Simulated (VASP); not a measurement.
Method: PBE GGA, VASP's PBE PAW potentials (set 64) (plane waves; VASP).

The input files of a VASP run:

### KPOINTS
```
Automatic
0
gamma
6 6 6
```

INCAR:
```
ALGO=Normal
EDIFF=1E-6
EDIFFG=-0.02
ENCUT=530
GGA=PE
IBRION=2
ISIF=3
ISMEAR=0
LASPH=.TRUE.
LCHARG=.FALSE.
LMAXMIX=4
LREAL=.FALSE.
LWAVE=.FALSE.
NELM=100
NSW=60
PREC=Accurate
SIGMA=0.05
SYSTEM=CdF2
```

### POSCAR
```
CdF2
1
   -0.0000000000     2.7443879669     2.7443879669
    2.7443879669    -0.0000000000     2.7443879669
    2.7443879669     2.7443879669    -0.0000000000
Cd F
1 2
Direct
  0.0000000000   0.0000000000   0.0000000000
  0.2500000000   0.2500000000   0.2500000000
  0.7500000000   0.7500000000   0.7500000000
```

POTCAR, in this order: Cd F (PBE.64 set). Program: vasp_std.

Q: What will the output report for the number of irreducible k-points (NKPTS), largest plane-wave count, number of space-group operations, FFT grid (NGX, NGY, NGZ)?

A: 
The number of irreducible k-points (NKPTS) is 16 and the largest plane-wave count is 1167. The number of space-group operations is 48 and the FFT grid (NGX, NGY, NGZ) is 30 × 30 × 30.

The compound is CdF2 in the fluorite structure. It was relaxed first, which changed the volume by +6 %. The start is the result of an earlier pass.
